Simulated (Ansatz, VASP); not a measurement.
# HfB2 in two plane-wave programs, part 2 of 2

One calculation is typed for both programs; each brings its own data sets. How far apart do they land? The cell is taken from a series of runs on this material, whose earlier steps may have relaxed, scaled, displaced or heated it; both programs get it as it stands.

VASP 6.6.1 and Ansatz 0.2.0.

So far: Set-up; VASP: zone-centre phonons, PBEsol.

### Step 3. Ansatz: zone-centre phonons, PBEsol

Level of this step: Ansatz beside VASP: Kohn-Sham DFT, plane waves, PBEsol (Ansatz).

Ansatz runs on its PAW soft_1 files.

The same cell, functional, mesh and smearing now go to Ansatz, which takes its cutoff from its data sets.

input.yaml reads:

```yaml
crystal:
  lattice:
    - [3.0333417333, 0.0, 0.0]
    - [-1.5166708667, 2.6269509994, 0.0]
    - [0.0, 0.0, 3.5052897155]
  atoms:
    - { symbol: B, position: [0.3333333333, 0.6666666667, 0.5] }
    - { symbol: B, position: [0.6666666667, 0.3333333333, 0.5] }
    - { symbol: Hf, position: [0.0, 0.0, 0.0] }
kpoints:
  mp_grid: { grid: [15, 15, 12] }
hamiltonian:
  xc: pbesol
  pseudopotentials: { kind: paw, azcp: { folder: soft_1 }, xc_functional: pbe }
scf:
  occupations: { method: methfessel_paxton, width: 0.2 }
output:
  eigenvalues: true
phonons:
  method: dfpt
```

Started as:

```
$ ansatz run input.yaml --threads 4 --pin off --max-ram 10240MiB --backend cpu --events-out ev --progress --plain --runs-dir out
```

Numbers of over 12 decimals in the logs are rounded to 6 here.

What it wrote:

```text
zone centre: on kpoints.mp_grid the ground state, and the responses unless they are solved on pairs of k-points, stand on 448 of the mesh's 2700 k-points, reduced under 4 symmetry operations, with k and −k counted as one. Each operation leaves every solved displacement unchanged or reverses it
Engine: ansatz 0.2.0, aarch64-unknown-linux-gnu
Pseudopotentials: kind: paw
Pseudopotential: B, paw, valence charge 3, recommended cutoff 420 eV (normal), soft_1/B.paw.azcp
Pseudopotential: Hf, paw, valence charge 26, recommended cutoff 420 eV (normal), soft_1/Hf.paw.azcp
Functional definition: PBEsol
  exchange = pbesol_x
  correlation = pbesol_c
Crystal: 3 atoms, lattice volume = 27.932 Å³
Basis set: ecut = 420 eV, 539 PW (Γ), exchange–correlation on 48×48×48 points (8 copies of the dense FFT grid, shifted against one another)
Bands: 20, of which v1, the nominal top of the filled ones, is band 16 counted from 1 (15 counted from 0)
Symmetry: 24 space group operations
k-points: 448 of 2700 (irreducible under 4 space group operations, time reversal used)
Non-local potential: B, projectors of the file, l = 0: 2, l = 1: 2, l = 2: 1
Non-local potential: Hf, projectors of the file, l = 0: 3, l = 1: 2, l = 2: 2, l = 3: 3
PAW form: soft (Blöchl's): semilocal exchange-correlation on the pseudo side does not see the compensation charge
PAW frozen core: B, regenerated for the run's functional, and the local potential with it (the file was generated under x = pbe(κ = 0.804, μ = 0.219515), c = pbe(β = 0.066725))
PAW frozen core: Hf, regenerated for the run's functional, and the local potential with it (the file was generated under x = pbe(κ = 0.804, μ = 0.219515), c = pbe(β = 0.066725))
PAW one-centre angular grid: B, 110 points (default); XC on 64 Gauss nodes
PAW one-centre angular grid: Hf, 590 points (default); XC on 64 Gauss nodes
Initial density: superposition of atomic densities (chi_scale 0.1, normalization cell, long waves kept (reshape's long-wave potential 0.00 eV rms))
Initial wavefunctions: pseudopotential atomic-orbital guess
Functional: x = pbesol(κ = 0.804, μ = 0.123457), c = pbesol(β = 0.046)
SCF iter   1: F=—  HF=-15907.999212 eV  |F-HF|=—  |Δ(HF+E_count)|=         —  Δρ=7.30e-2  dr2=2.33e0  ethr=3.10e-3  ⟨swp⟩=4.8  Hψ=36666  notcnv=0
preconditioner: auto → none  [metal: Δε(μ)=0.063 eV  Ē_g=16.772 eV  σ=0.200 eV  W_gap=0.25  n_scr=8 (ndim 8)  ℏωp=38.5 eV  f_vac=0.000  D(μ)=0.21/eV (n_scr^D=0)  sad-step TF]
SCF iter   2: F=—  HF=-15907.503870 eV  |F-HF|=—  |Δ(HF+E_count)|=   4.95e-1  S|Δr|=    0.00e0  Δρ=3.89e-2  dr2=6.79e-1  ethr=3.10e-3  ⟨swp⟩=3.0  Hψ=19332  notcnv=0
SCF iter   3: F=—  HF=-15907.345874 eV  |F-HF|=—  |Δ(HF+E_count)|=   1.58e-1  S|Δr|=    0.00e0  Δρ=1.25e-2  dr2=3.25e-2  ethr=2.12e-3  ⟨swp⟩=2.1  Hψ=19012  notcnv=0
SCF iter   4: F=—  HF=-15907.271320 eV  |F-HF|=—  |Δ(HF+E_count)|=   7.46e-2  S|Δr|=    0.00e0  Δρ=3.24e-3  dr2=1.36e-3  ethr=1.02e-4  ⟨swp⟩=2.5  Hψ=18412  notcnv=0
SCF iter   5: F=—  HF=-15907.275188 eV  |F-HF|=—  |Δ(HF+E_count)|=   3.87e-3  S|Δr|=    0.00e0  Δρ=9.61e-4  dr2=3.63e-4  ethr=4.25e-6  ⟨swp⟩=2.0  Hψ=16753  notcnv=0
SCF iter   6: F=—  HF=-15907.274943 eV  |F-HF|=—  |Δ(HF+E_count)|=   2.45e-4  S|Δr|=    0.00e0  Δρ=1.75e-4  dr2=1.66e-5  ethr=1.13e-6  ⟨swp⟩=2.0  Hψ=16138  notcnv=0
SCF iter   7: F=—  HF=-15907.274940 eV  |F-HF|=—  |Δ(HF+E_count)|=   2.73e-6  S|Δr|=    0.00e0  Δρ=3.32e-5  dr2=2.68e-7  ethr=5.20e-8  ⟨swp⟩=2.2  Hψ=13752  notcnv=0
SCF iter   8: F=—  HF=-15907.274941 eV  |F-HF|=—  |Δ(HF+E_count)|=   7.32e-7  S|Δr|=    0.00e0  Δρ=3.69e-6  dr2=9.86e-10  ethr=8.38e-10  ⟨swp⟩=2.2  Hψ=15339  notcnv=0
SCF iter   9: F=—  HF=-15907.274941 eV  |F-HF|=—  |Δ(HF+E_count)|=  6.00e-11  S|Δr|=    0.00e0  Δρ=3.08e-7  dr2=2.32e-11  ethr=3.08e-12  ⟨swp⟩=2.4  Hψ=16865  notcnv=0
SCF iter  10: F=-15907.274941 eV  HF=-15907.274941 eV  |F-HF|=7.28e-12  |Δ(HF+E_count)|=  1.82e-12  S|Δr|=    0.00e0  Δρ=3.96e-8  dr2=3.20e-13  ethr=1.00e-12  ⟨swp⟩=6.2  Hψ=45172  notcnv=0
SCF 1 converged in 10 iterations: F = -15907.274941 eV  dr2 = 3.20e-13
  greatest PAW one-centre occupation: 0.998 electrons in one spin orbital (limit 2), on the Hf atom at site 2 (counted from 0), in its partial waves of l = 0
DFPT response loops at Γ: preconditioner auto → Kerker (q_TF=auto, 2.791 Å⁻¹) (partly filled bands, converged f_vac=0.000); β = 1.00, the filter's whole step (`scf.mixing.beta` (0.50) is not read by the response loops under this deck's `scf.mixing.preconditioner`; to damp them name `kerker` or `kerker_dos`, under which they read `scf.mixing.beta`, and type it under 1.00, their step now; both keys bind the ground state too); Broyden in place of MSR1
SCF converged after 10 iterations
Stability not checked: this state was not tested for a lower state beside it, because cold or Methfessel-Paxton smearing, or corrected tetrahedra, fill the levels in a way that the test cannot read (fill_not_monotonic; see scf.lower_state_search)
Free energy (F): -15907.274941 eV
Harris-Foulkes:  -15907.274941 eV  (|F-HF|=7.28e-12)
Internal energy: -15907.275699 eV  (E = F + TS)
E sigma→0 (E₀):  -15907.275130 eV
Entropy (-TS):   0.000758 eV (0.253 meV/atom)
Fermi energy:    20.246597 eV
--- Per-component energies (eV) ---
  E_band       = 124.204647
  E_kinetic    = 518.039667
  E_local      = -6380.902147  (includes V_loc(G=0)·N_el)
  E_nonlocal   = 82.370915
  E_hartree    = 3156.845153
  E_xc         = -334.597911
  E_vxc        = -338.017153  (∫ρ·V_xc dr)
  E_paw        = -7728.259939  (= ΣΔE_a)
  E_vpaw       = -70.977012  (= ΣTr[D̂ρ^β])
  E_aug_tail   = 0.000086  (compensation charges beyond the density's cutoff)
  E_ewald      = -5222.052000
  E_core_change = 1.280478  (= ΣΔE_core)
  E_smearing   = 0.000758  (= −TS)
  E_closure    = -0.000000  (closes the sum)
  Σ components = -15907.274941   (vs F -15907.274941, Δ=0.00e0)
--- Band table (eV; the first three rows and the last of 448) ---
  k-point 0: bands = [... 12 lower, 16.8537, 17.2412, 17.5662, 17.5662, 24.5937, 24.5937, 24.8629, 24.8629]
  k-point 1: bands = [... 12 lower, 15.9884, 17.6374, 17.6374, 18.0659, 23.8563, 23.8563, 24.6372, 24.6372]
  k-point 2: bands = [... 12 lower, 14.9236, 17.8477, 17.8477, 19.0261, 22.8879, 22.8879, 24.0394, 24.0394]
  k-point 447: bands = [... 12 lower, 12.9685, 15.0047, 15.8037, 17.3547, 24.0308, 26.0616, 26.1245, 26.9724]
--- Phonons (Γ-DFPT): 4 representative perturbations + reference, on 448 of 2700 k-points (Σ response iterations 12) ---
  k mesh reduced under 4 symmetry operations, with k and −k counted as one. Each operation leaves every solved displacement unchanged or reverses it
  ASR residual: 1.402e-5 → 0.000e0 eV/Å²; symmetrization residual: 9.271e-7 eV/Å²
  ASR residual per site (eV/Å²): 1.19e-5 1.19e-5 1.40e-5
  Γ frequencies (cm⁻¹): 0.00 0.00 0.00 462.96 462.96 491.17 585.51 933.84 933.84
  non-analytic LO–TO correction: not included (Born effective charges unavailable; polar crystals: no LO–TO splitting at Γ)
```

In the SCF lines HF is the Harris–Foulkes energy and dr2 the Hartree energy of the density residual, in eV; the loop may stop once dr2 is under the threshold and the program's other checks hold. Hψ counts applications of the Hamiltonian.

### Step 4. Comparison

Known differences besides the potentials themselves: the data sets hold 32 valence electrons in Ansatz (on its PAW soft_1 files) and 16 in VASP; the cutoff is 420 eV in Ansatz and 500 eV in VASP; Ansatz makes its cores anew for this functional, VASP keeps those of its PBE data sets. Total energies have different zeros and are not compared.

Compared:

| quantity | Ansatz | VASP | difference |
| --- | --- | --- | --- |
| optical mode 1 to 2 (cm⁻¹) | 463.0 | 464.3 | -0.30 % |
| optical mode 3 (cm⁻¹) | 491.2 | 492.7 | -0.31 % |
| optical mode 4 (cm⁻¹) | 585.5 | 586.6 | -0.18 % |
| optical mode 5 to 6 (cm⁻¹) | 933.8 | 938.8 | -0.53 % |

Modes are paired by rising frequency, not by their patterns, so a pair may set unlike modes beside each other; they are those without the splitting of longitudinal modes.

### Step 5. Results

| Property | Result |
| --- | --- |
| r.m.s. difference of the optical zone-centre modes, each program's sorted by frequency (zone-centre phonons, PBEsol) | 3.1 cm⁻¹ |
| difference in optical mode 5 to 6 (zone-centre phonons, PBEsol) | -0.5 % |

What this shows: The r.m.s. difference of the optical zone-centre modes, each program's sorted by frequency is 3.1 cm⁻¹ (zone-centre phonons, PBEsol). The data sets hold unlike numbers of valence electrons (32 in Ansatz and 16 in VASP), so part of the differences comes from the potentials. Among the rows given in per cent, the largest difference of the zone-centre phonons, PBEsol pair is in optical mode 5 to 6, -0.5 %. Such differences can come from data sets, numerical settings and the points named under the comparisons, not from the functional's error against experiment.

[Lines on the potential files, build, host, timing and source positions are cut from VASP's logs without a mark.]

[Logs are printed without paths, hosts, clocks, repeated set-up lines and the standing remarks that a program may print on its own settings, such as how far it seeks lower states.]

[Hosts, paths, dates, database ids (printed as entryN), source tags and the programs' standing remarks are cut or masked in the printed files.]
